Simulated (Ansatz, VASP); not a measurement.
# BAs in two plane-wave programs

Wanted: the spread between two codes on one cell, functional and k mesh. The cell is taken from a series of runs on this material, whose earlier steps may have relaxed, scaled, displaced or heated it; both programs get it as it stands.

Program: Ansatz 0.2.0. Level of theory: plane waves, with VASP 6.6.1 beside it; dielectric response at r2SCAN. Results are calculated unless marked as measured.

## 1. The starting structure

The structure is cubic, space group F-43m (No. 216). Conventional cell: a = 4.777 Å, b = 4.777 Å, c = 4.777 Å, α = 90.00°, β = 90.00°, γ = 90.00°. Nearest to B lie 4 As at 2.07 Å. As has 4 B at 2.07 Å nearest. Farther neighbours are not listed.

Structure file:

```cif
data_structure
_symmetry_space_group_name_H-M 'P 1'
_symmetry_Int_Tables_number 1
_cell_length_a 3.3778
_cell_length_b 3.3778
_cell_length_c 3.3778
_cell_angle_alpha 60.000
_cell_angle_beta 60.000
_cell_angle_gamma 60.000
_cell_volume 27.25
loop_
_atom_site_label
_atom_site_type_symbol
_atom_site_fract_x
_atom_site_fract_y
_atom_site_fract_z
_atom_site_occupancy
B1 B 0.00000 0.00000 0.00000 1
As2 As 0.25000 0.25000 0.25000 1
```

## 2. VASP: dielectric response, r2SCAN

The response to a field tests empty states and converges slowly with the mesh.

Lines of VASP's logs that name or quote its potential files are left out, and so is its time.

File INCAR:

```
SYSTEM = BAs
PREC = Accurate
ENCUT = 460
EDIFF = 1E-08
NELM = 120
ISMEAR = 0
SIGMA = 0.01
LREAL = .FALSE.
ALGO = Normal
METAGGA = R2SCAN
LASPH = .TRUE.
NBANDS = 10
LORBIT = 11
LWAVE = .FALSE.
LCHARG = .FALSE.
ISIF = 2
LCALCEPS = .TRUE.
LPEAD = .TRUE.
GGA_COMPAT = .FALSE.
EFERMI = MIDGAP
LMIXTAU = .TRUE.
KPAR = 2
```

File POSCAR:

```
BAs
1.0
    0.0000000000      2.3885000000      2.3885000000
    2.3885000000      0.0000000000      2.3885000000
    2.3885000000      2.3885000000      0.0000000000
B As
1 1
Direct
    0.0000000000      0.0000000000      0.0000000000
    0.2500000000      0.2500000000      0.2500000000
```

File KPOINTS:

```
Automatic mesh
0
Gamma
8 8 8
0 0 0
```

Potentials, in the order of the species: B and As (PBE family, release 64).

Command:

```console
$ mpirun -np 2 vasp_std
```

Numbers of over 12 decimals in the logs are rounded to 6 here.

Log:

```text
[banner, memory and clock lines left out]
running    2 mpi-ranks, on    1 nodes
 distrk:  each k-point on    1 cores,    2 groups
 distr:  one band on    1 cores,    1 groups

 POSCAR found type information on POSCAR B As
 POSCAR found :  2 types and       2 ions
|                                                                             |
|               ----> ADVICE to this user running VASP <----                  |
|                                                                             |
|     You enforced a specific xc type in the INCAR file but a different       |
|     [... a line on the potential file left out ...]
|     I HOPE YOU KNOW WHAT YOU ARE DOING!                                     |
|                                                                             |

 LDA part: xc-table for (None), standard interpolation
 POSCAR, INCAR and KPOINTS ok, starting setup
 FFT: planning ... GRIDC
 FFT: planning ... GRID_SOFT
 FFT: planning ... GRID
 WAVECAR not read
 entering main loop
       N       E                     dE             d eps       ncg     rms          rms(c)
DAV:   1     0.143299865965E+00    0.14330E+00   -0.36260E+03   580   0.657E+02
DAV:   2    -0.232157256465E+02   -0.23359E+02   -0.22561E+02   822   0.106E+02
DAV:   3    -0.238471776082E+02   -0.63145E+00   -0.63058E+00   696   0.170E+01
DAV:   4    -0.238486317570E+02   -0.14541E-02   -0.14541E-02   686   0.950E-01
DAV:   5    -0.238486340288E+02   -0.22718E-05   -0.22718E-05   688   0.363E-02    0.498E+00
DAV:   6    -0.221970935293E+02    0.16515E+01   -0.96609E-01   604   0.580E+00    0.287E+00
DAV:   7    -0.220332237226E+02    0.16387E+00   -0.37885E-01   584   0.350E+00    0.813E-01
DAV:   8    -0.220529984749E+02   -0.19775E-01   -0.20951E-01   582   0.340E+00    0.403E-01
DAV:   9    -0.222076652427E+02   -0.15467E+00   -0.18992E-02   646   0.107E+00    0.204E-01
DAV:  10    -0.222126345200E+02   -0.49693E-02   -0.32486E-04   672   0.146E-01    0.197E-01
DAV:  11    -0.222294158064E+02   -0.16781E-01   -0.72444E-04   612   0.262E-01    0.143E-01
DAV:  12    -0.222522388666E+02   -0.22823E-01   -0.98817E-03   594   0.855E-01    0.665E-02
DAV:  13    -0.222522311482E+02    0.77185E-05   -0.12662E-04   662   0.104E-01    0.464E-02
DAV:  14    -0.222522206171E+02    0.10531E-04   -0.98743E-06   646   0.271E-02    0.292E-02
DAV:  15    -0.222522728031E+02   -0.52186E-04   -0.26926E-05   610   0.463E-02    0.271E-03
DAV:  16    -0.222522876614E+02   -0.14858E-04   -0.38823E-06   658   0.185E-02    0.362E-03
DAV:  17    -0.222522864951E+02    0.11663E-05   -0.10214E-06   624   0.944E-03    0.148E-03
DAV:  18    -0.222522879280E+02   -0.14329E-05   -0.16769E-07   648   0.284E-03    0.244E-04
DAV:  19    -0.222522877100E+02    0.21802E-06   -0.13603E-08   508   0.881E-04    0.177E-04
DAV:  20    -0.222522877908E+02   -0.80770E-07   -0.84202E-10   340   0.226E-04    0.160E-04
DAV:  21    -0.222522877469E+02    0.43807E-07   -0.31460E-10   322   0.149E-04    0.534E-05
DAV:  22    -0.222522877768E+02   -0.29887E-07   -0.10868E-10   324   0.102E-04    0.709E-06
DAV:  23    -0.222522877717E+02    0.51368E-08   -0.22800E-11   320   0.419E-05
|                                                                             |
|           W    W    AA    RRRRR   N    N  II  N    N   GGGG   !!!           |
|           W    W   A  A   R    R  NN   N  II  NN   N  G    G  !!!           |
|           W    W  A    A  R    R  N N  N  II  N N  N  G       !!!           |
|           W WW W  AAAAAA  RRRRR   N  N N  II  N  N N  G  GGG   !            |
|           WW  WW  A    A  R   R   N   NN  II  N   NN  G    G                |
|           W    W  A    A  R    R  N    N  II  N    N   GGGG   !!!           |
|                                                                             |
|     One or more components of EFIELD_PEAD are too large for comfort. In     |
|     all probability, you are too near to the onset of Zener tunneling.      |
|                                                                             |
|          e |E dot A_1| =  0.00000 > 1/10, E_g/N_1 =  0.01726                |
|          e |E dot A_2| =  0.02388 > 1/10, E_g/N_2 =  0.01726                |
|          e |E dot A_3| =  0.02388 > 1/10, E_g/N_3 =  0.01726                |
|                                                                             |
|     Possible SOLUTIONS:                                                     |
|      ) Choose a smaller electric field.                                     |
|      ) Use a less dense grid of k-points.                                   |
|                                                                             |

[...]
|      ) Choose a smaller electric field.                                     |
|      ) Use a less dense grid of k-points.                                   |
|                                                                             |

       N       E                     dE             d eps       ncg     rms          rms(c)
SDA:   1    -0.222522878467E+02    0.10073E-03   -0.28591E-10  1500   0.715E-10   0.000E+00
DMP:   2    -0.222522878517E+02   -0.50803E-08   -0.39714E-12  1500   0.120E-10  -0.287E-10
 final diagonalization occupied
 p_tot=(  0.598E+01  0.598E+01  0.598E+01 )
[...]
dp_tot=(  0.120E-04  0.124E-01  0.119E-04 )  diag[e(oo)]=(    ---    9.20804    ---   )
DMP:  12    -0.222523885297E+02   -0.37891E-07   -0.30504E-07  1500   0.434E-07   0.632E-07
 p_tot=(  0.598E+01  0.599E+01  0.598E+01 )
dp_tot=(  0.121E-04  0.124E-01  0.120E-04 )  diag[e(oo)]=(    ---    9.21742    ---   )
DMP:  13    -0.222523885529E+02   -0.23254E-07   -0.17168E-07  1500   0.220E-07   0.402E-07
 p_tot=(  0.598E+01  0.599E+01  0.598E+01 )
dp_tot=(  0.121E-04  0.124E-01  0.121E-04 )  diag[e(oo)]=(    ---    9.21039    ---   )
DMP:  14    -0.222523885658E+02   -0.12832E-07   -0.86764E-08  1500   0.106E-07   0.214E-07
 p_tot=(  0.598E+01  0.599E+01  0.598E+01 )
dp_tot=(  0.122E-04  0.123E-01  0.121E-04 )  diag[e(oo)]=(    ---    9.19883    ---   )
DMP:  15    -0.222523885722E+02   -0.64146E-08   -0.44933E-08  1500   0.573E-08   0.106E-07
 final diagonalization full
 p_tot=(  0.598E+01  0.599E+01  0.598E+01 )
dp_tot=(  0.122E-04  0.123E-01  0.121E-04 )  diag[e(oo)]=(    ---    9.18882    ---   )
|                                                                             |
|           W    W    AA    RRRRR   N    N  II  N    N   GGGG   !!!           |
|           W    W   A  A   R    R  NN   N  II  NN   N  G    G  !!!           |
|           W    W  A    A  R    R  N N  N  II  N N  N  G       !!!           |
|           W WW W  AAAAAA  RRRRR   N  N N  II  N  N N  G  GGG   !            |
|           WW  WW  A    A  R   R   N   NN  II  N   NN  G    G                |
|           W    W  A    A  R    R  N    N  II  N    N   GGGG   !!!           |
|                                                                             |
|     One or more components of EFIELD_PEAD are too large for comfort. In     |
|     all probability, you are too near to the onset of Zener tunneling.      |
|                                                                             |
|          e |E dot A_1| =  0.02388 > 1/10, E_g/N_1 =  0.01726                |
|          e |E dot A_2| =  0.02388 > 1/10, E_g/N_2 =  0.01726                |
|          e |E dot A_3| =  0.00000 > 1/10, E_g/N_3 =  0.01726                |
|                                                                             |
|     Possible SOLUTIONS:                                                     |
|      ) Choose a smaller electric field.                                     |
|      ) Use a less dense grid of k-points.                                   |
|                                                                             |

       N       E                     dE             d eps       ncg     rms          rms(c)
SDA:   1    -0.222522878649E+02    0.10070E-03   -0.27015E-10  1500   0.675E-10   0.000E+00
DMP:   2    -0.222522878714E+02   -0.65275E-08   -0.40908E-11  1500   0.192E-10  -0.236E-10
 final diagonalization occupied
 p_tot=(  0.598E+01  0.598E+01  0.598E+01 )
       N       E                     dE             d eps       ncg     rms          rms(c)
 p_tot=(  0.598E+01  0.598E+01  0.598E+01 )
dp_tot=(  0.000E+00  0.000E+00  0.000E+00 )  diag[e(oo)]=(    ---      ---    1.00000 )
SDA:   1    -0.222523270777E+02   -0.39213E-04   -0.28295E-04  1500   0.707E-04   0.000E+00
 p_tot=(  0.598E+01  0.598E+01  0.598E+01 )
dp_tot=(  0.228E-05  0.228E-05  0.283E-02 )  diag[e(oo)]=(    ---      ---    2.87877 )
DMP:   2    -0.222523506441E+02   -0.23566E-04   -0.23275E-04  1500   0.337E-04   0.471E-04
 p_tot=(  0.598E+01  0.598E+01  0.598E+01 )
dp_tot=(  0.509E-05  0.511E-05  0.618E-02 )  diag[e(oo)]=(    ---      ---    5.10561 )
DMP:   3    -0.222523682120E+02   -0.17568E-04   -0.11836E-04  1500   0.142E-04   0.297E-04
 p_tot=(  0.598E+01  0.598E+01  0.598E+01 )
dp_tot=(  0.743E-05  0.745E-05  0.878E-02 )  diag[e(oo)]=(    ---      ---    6.83186 )
DMP:   4    -0.222523771334E+02   -0.89214E-05   -0.66893E-05  1500   0.892E-05   0.150E-04
 p_tot=(  0.598E+01  0.598E+01  0.599E+01 )
dp_tot=(  0.901E-05  0.904E-05  0.103E-01 )  diag[e(oo)]=(    ---      ---    7.86652 )
DMP:   5    -0.222523824671E+02   -0.53337E-05   -0.41556E-05  1500   0.522E-05   0.995E-05
 p_tot=(  0.598E+01  0.598E+01  0.599E+01 )
dp_tot=(  0.996E-05  0.100E-04  0.111E-01 )  diag[e(oo)]=(    ---      ---    8.38706 )
DMP:   6    -0.222523857245E+02   -0.32573E-05   -0.21283E-05  1500   0.226E-05   0.590E-05
 p_tot=(  0.598E+01  0.598E+01  0.599E+01 )
dp_tot=(  0.105E-04  0.106E-04  0.115E-01 )  diag[e(oo)]=(    ---      ---    8.64730 )
DMP:   7    -0.222523873130E+02   -0.15886E-05   -0.92633E-06  1500   0.954E-06   0.262E-05
 p_tot=(  0.598E+01  0.598E+01  0.599E+01 )
dp_tot=(  0.110E-04  0.110E-04  0.118E-01 )  diag[e(oo)]=(    ---      ---    8.81839 )
DMP:   8    -0.222523879892E+02   -0.67613E-06   -0.42094E-06  1500   0.500E-06   0.106E-05
 p_tot=(  0.598E+01  0.598E+01  0.599E+01 )
dp_tot=(  0.113E-04  0.114E-04  0.120E-01 )  diag[e(oo)]=(    ---      ---    8.96421 )
DMP:   9    -0.222523882967E+02   -0.30756E-06   -0.20332E-06  1500   0.256E-06   0.485E-06
 p_tot=(  0.598E+01  0.598E+01  0.599E+01 )
dp_tot=(  0.116E-04  0.116E-04  0.122E-01 )  diag[e(oo)]=(    ---      ---    9.08515 )
DMP:  10    -0.222523884426E+02   -0.14592E-06   -0.96173E-07  1500   0.126E-06   0.221E-06
 p_tot=(  0.598E+01  0.598E+01  0.599E+01 )
dp_tot=(  0.118E-04  0.118E-04  0.123E-01 )  diag[e(oo)]=(    ---      ---    9.16737 )
DMP:  11    -0.222523885114E+02   -0.68746E-07   -0.50661E-07  1500   0.728E-07   0.104E-06
 p_tot=(  0.598E+01  0.598E+01  0.599E+01 )
dp_tot=(  0.119E-04  0.120E-04  0.124E-01 )  diag[e(oo)]=(    ---      ---    9.20805 )
DMP:  12    -0.222523885494E+02   -0.37984E-07   -0.30504E-07  1500   0.434E-07   0.632E-07
 p_tot=(  0.598E+01  0.598E+01  0.599E+01 )
dp_tot=(  0.120E-04  0.121E-04  0.124E-01 )  diag[e(oo)]=(    ---      ---    9.21743 )
DMP:  13    -0.222523885726E+02   -0.23252E-07   -0.17168E-07  1500   0.220E-07   0.402E-07
 p_tot=(  0.598E+01  0.598E+01  0.599E+01 )
dp_tot=(  0.121E-04  0.121E-04  0.124E-01 )  diag[e(oo)]=(    ---      ---    9.21040 )
DMP:  14    -0.222523885855E+02   -0.12823E-07   -0.86764E-08  1500   0.106E-07   0.214E-07
 p_tot=(  0.598E+01  0.598E+01  0.599E+01 )
dp_tot=(  0.121E-04  0.122E-04  0.123E-01 )  diag[e(oo)]=(    ---      ---    9.19884 )
DMP:  15    -0.222523885918E+02   -0.63648E-08   -0.44933E-08  1500   0.573E-08   0.106E-07
 final diagonalization full
 p_tot=(  0.598E+01  0.598E+01  0.599E+01 )
dp_tot=(  0.121E-04  0.122E-04  0.123E-01 )  diag[e(oo)]=(    ---      ---    9.18883 )
   1 F= -.22252389E+02 E0= -.22252389E+02  d E =0.000000E+00
```

Parts of OUTCAR (step 2):

```text
ion  position               nearest neighbor table
   1  0.000  0.000  0.000-   2 2.07   2 2.07   2 2.07   2 2.07
   2  0.250  0.250  0.250-   1 2.07   1 2.07   1 2.07   1 2.07

  LATTYP: Found a face centered cubic cell.
 ALAT       =     4.7770000000

 Subroutine GETGRP returns: Found 24 space group operations
 (whereof 24 operations were pure point group operations)

The static configuration has the point symmetry T_d .

 Found     29 irreducible k-points:

   k-points           NKPTS =     29   k-points in BZ     NKDIM =     29   number of bands    NBANDS=     10

   dimension x,y,z NGX =    24 NGY =   24 NGZ =   24
   dimension x,y,z NGXF=    48 NGYF=   48 NGZF=   48

   ENCUT  =  460.0 eV  33.81 Ry    5.81 a.u.   5.91  5.91  5.91*2*pi/ulx,y,z

   NELECT =       8.0000    total number of electrons

 k-points in reciprocal lattice and weights: Automatic mesh
   0.00000000  0.00000000  0.00000000       0.002
   0.12500000  0.00000000  0.00000000       0.016
   0.25000000  0.00000000  0.00000000       0.016
   0.37500000  0.00000000  0.00000000       0.016
   0.50000000  0.00000000  0.00000000       0.008
   0.12500000  0.12500000  0.00000000       0.012
   0.25000000  0.12500000  0.00000000       0.047
   0.37500000  0.12500000  0.00000000       0.047
   0.50000000  0.12500000  0.00000000       0.047
[...]
-0.37500000  0.50000000  0.12500000       0.023
  -0.25000000  0.50000000  0.25000000       0.012

 average (electrostatic) potential at core
       1 -28.1563       2 -53.3186

            Ionic dipole moment: p[ion]=(     5.97125     5.97125     5.97125 ) |e| Angst

 Total electronic dipole moment: p[elc]=(     0.00393     0.00393     0.01625 ) |e| Angst

 MACROSCOPIC STATIC DIELECTRIC TENSOR (including local field effects)
 ------------------------------------------------------
           9.188827    -0.000000    -0.000000
           0.000000     9.188827    -0.000000
          -0.000000     0.000000     9.188827
 ------------------------------------------------------

 PIEZOELECTRIC TENSOR (including local field effects) (C/m^2)
          XX          YY          ZZ          XY          YZ          ZX
  --------------------------------------------------------------------------------
  x     0.00000     0.00000     0.00000    -0.00000     0.01687     0.00000
  y     0.00000     0.00000     0.00000     0.00000    -0.00000     0.01687
  z     0.00000     0.00000     0.00000     0.01687     0.00000     0.00000

 BORN EFFECTIVE CHARGES (including local field effects) (in |e|, cummulative output)
 ---------------------------------------------------------------------------------
 ion    1
    1    -0.41204     0.00000     0.00000
    2    -0.00000    -0.41204     0.00000
    3     0.00000    -0.00000    -0.41204
 ion    2
    1     0.41204    -0.00000    -0.00000
    2     0.00000     0.41204    -0.00000
    3    -0.00000     0.00000     0.41204

  Total        0.1492086      0.1492086      0.1492086      0.0000000      0.0000000     -0.0000000
  in kB        8.7720035      8.7720035      8.7720035      0.0000000      0.0000000     -0.0000000
  external PRESSURE =       8.7720035 kB  Pullay stress =       0.0000000 kB

  energy-cutoff  :      460.00
  volume of cell :       27.25
      direct lattice vectors                 reciprocal lattice vectors
     0.000000000  2.388500000  2.388500000    -0.209336404  0.209336404  0.209336404
     2.388500000  0.000000000  2.388500000     0.209336404 -0.209336404  0.209336404
     2.388500000  2.388500000  0.000000000     0.209336404  0.209336404 -0.209336404

 POSITION                                       TOTAL-FORCE (eV/Angst)
 -----------------------------------------------------------------------------------
      0.00000      0.00000      0.00000         0.000000      0.000000      0.000000
      1.19425      1.19425      1.19425        -0.000000     -0.000000     -0.000000
 -----------------------------------------------------------------------------------
    total drift:                                0.000000      0.000000      0.000000
```

The log warns that the applied field is near the limit of Zener tunnelling for this mesh, so the response is less certain.

(Part 1 of 2 ends here.)

[Lines on the potential files, build, host, timing and source positions are cut from VASP's logs without a mark.]

[Logs are printed without paths, hosts, clocks, repeated set-up lines and the standing remarks that a program may print on its own settings, such as how far it seeks lower states.]

[Hosts, paths, dates, database ids (printed as entryN), source tags and the programs' standing remarks are cut or masked in the printed files.]
